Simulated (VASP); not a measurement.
All values below come from LDA (Ceperley-Alder, Perdew-Zunger), VASP's LDA PAW potentials (set 64) (plane waves; VASP).

Input for VASP

**KPOINTS**
```
kpoints
0
Gamma
  12 12 7
0 0 0
```

INCAR:
```
SYSTEM = Mg
PREC = Accurate
ENCUT = 300
EDIFF = 1E-6
NELM = 100
ALGO = Normal
LREAL = .FALSE.
LASPH = .TRUE.
ISMEAR = 0
SIGMA = 0.1
LWAVE = .FALSE.
LCHARG = .FALSE.
ISIF = 2
```

**POSCAR**
```
Mg
1
    3.2116700000     0.0000000000     0.0000000000
   -1.6058350000     2.7813880000     0.0000000000
    0.0000000000     0.0000000000     5.2054650000
Mg
2
Direct
  0.3333330000   0.6666670000   0.2500000000
  0.6666670000   0.3333330000   0.7500000000
```

POTCAR, in this order: Mg (LDA.64 set). Program: vasp_std.

Estimate the energy per atom (σ→0), pressure, band gap (on the k-mesh).

| Item | Result |
|---|---|
| energy per atom (σ→0) | -1.792 eV/atom |
| band gap (on the k-mesh) | none (metal, semimetal or under 0.01 eV) |
| pressure | -2.86 GPa |

OSZICAR:
```
...
DAV:   4    -0.360806129202E+01   -0.26346E-04   -0.26345E-04  1302   0.959E-02
DAV:   5    -0.360806134708E+01   -0.55065E-07   -0.55203E-07  1272   0.331E-03    0.950E-01
DAV:   6    -0.359663007209E+01    0.11431E-01   -0.80856E-04  1122   0.226E-01    0.604E-01
DAV:   7    -0.358738802171E+01    0.92421E-02   -0.27754E-03   996   0.410E-01    0.315E-02
DAV:   8    -0.358738077761E+01    0.72441E-05   -0.15035E-05  1470   0.289E-02    0.665E-03
DAV:   9    -0.358737963652E+01    0.11411E-05   -0.60105E-07   936   0.508E-03    0.621E-04
DAV:  10    -0.358737963833E+01   -0.18068E-08   -0.10603E-08   672   0.763E-04
   1 F= -.35873796E+01 E0= -.35849895E+01  d E =-.478028E-02
```

The structure comes from a computed database's Mg entry; how it stands against other phases isn't given here. The cell was not relaxed at this level. The run is one of a series of settings (GGA removed, POTCAR Mg (LDA.64 set) against the base run), some of them coarse on purpose.
